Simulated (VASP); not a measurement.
# Ta (relaxed from the beta-Sn structure, space group I4_1/amd): computed properties

Method: PBEsol GGA, VASP's PBE PAW potentials (set 64) (plane waves; VASP).

```json
{
  "space_group": "I4_1/amd (141)",
  "cell": "a = 5.2237 Å, b = 5.2237 Å, c = 2.7803 Å, α = 90.00°, β = 90.00°, γ = 90.00°",
  "volume_per_atom": "18.97 Å³/atom",
  "band gap (over mesh and band path)": "none (metal, semimetal or under 0.01 eV)",
  "density": "15.84 g/cm³"
}
```

```yaml
crystal:
  lattice:
    - [-2.61184, 2.61184, 1.39016]
    - [2.61184, -2.61184, 1.39016]
    - [2.61184, 2.61184, -1.39016]
  atoms:
    - { symbol: Ta, position: [0.75000, 0.25000, 0.50000] }
    - { symbol: Ta, position: [0.00000, 0.00000, 0.00000] }
```

Unless said otherwise, spin-orbit coupling is left out, though it shifts the bands of the heavy elements here.

The structure was generated: Ta was put into the beta-Sn type (I4_1/amd), which need not be its known phase. It was relaxed first. Symmetry was kept, so distortions that lower it aren't found.
